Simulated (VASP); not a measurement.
Input of a VASP 6.6.1 run:

File INCAR:

```
SYSTEM = Rb2NaLi6Y
PREC = Accurate ; ENCUT = 520
EDIFF = 1E-7 ; ISMEAR = 1
SIGMA = 0.15 ; LREAL = .False.
LASPH = .True. ; NELM = 60
ALGO = Normal ; ISIF = 2
LWAVE = .False. ; LCHARG = .False.
GGA = PE ; NBANDS = 38
```

File KPOINTS:

```
regular mesh
0
Gamma
  3 3 3
  0 0 0
```

POSCAR

```
Rb2NaLi6Y
1.0
    5.9677060000      0.9358610000     -0.6373590000
   -0.0262510000      6.4188570000     -0.1728730000
    0.6873940000     -0.2922290000      5.3642480000
Li Y Rb Na
6 1 2 1
Direct
    0.3165096767      0.5618492073      0.7369418508
    0.5219094569      0.6875791751      0.0877363545
    0.9512772209      0.6498250826      0.9361614731
    0.9390775548      0.9031624385      0.2984666129
    0.6835400174      0.1221011969      0.8805887390
    0.2274040914      0.6134412940      0.3275293165
    0.1445788811      0.2333701719      0.8480215778
    0.4321727387      0.0973515306      0.3296358848
    0.8669529571      0.3508958496      0.3410227655
    0.6292133331      0.7579192021      0.6558595999
```

Potentials or basis: VASP PAW PBE potentials, release 64 (Li_sv, Y_sv, Rb_sv, Na_pv).

Command:

```sh
$ cat potpaw_PBE.64/Li_sv/POTCAR potpaw_PBE.64/Y_sv/POTCAR potpaw_PBE.64/Rb_sv/POTCAR potpaw_PBE.64/Na_pv/POTCAR > POTCAR
$ mpirun -np 1 vasp_std > vasp.out
```

Task: What does it give for the band gap on the k mesh?

Result: None (metal or under the smearing width).

Task: Estimate the largest force.

Result: 1.892 eV/Å.

Forces on the atoms (eV/Å):
```
Li   0.340  0.437  0.251
Li   0.220 -0.260  0.081
Li  -0.129  1.024 -0.318
Li   0.097  0.121  0.141
Li  -0.019  0.335 -0.264
Li  -0.174 -0.406  0.023
Y    0.131 -1.877 -0.200
Rb  -0.078  0.347  0.141
Rb  -0.669  0.213  0.701
Na   0.281  0.066 -0.556
```

Caveat: the k mesh is coarse (spacing up to 0.39 Å⁻¹), so the values aren't converged.
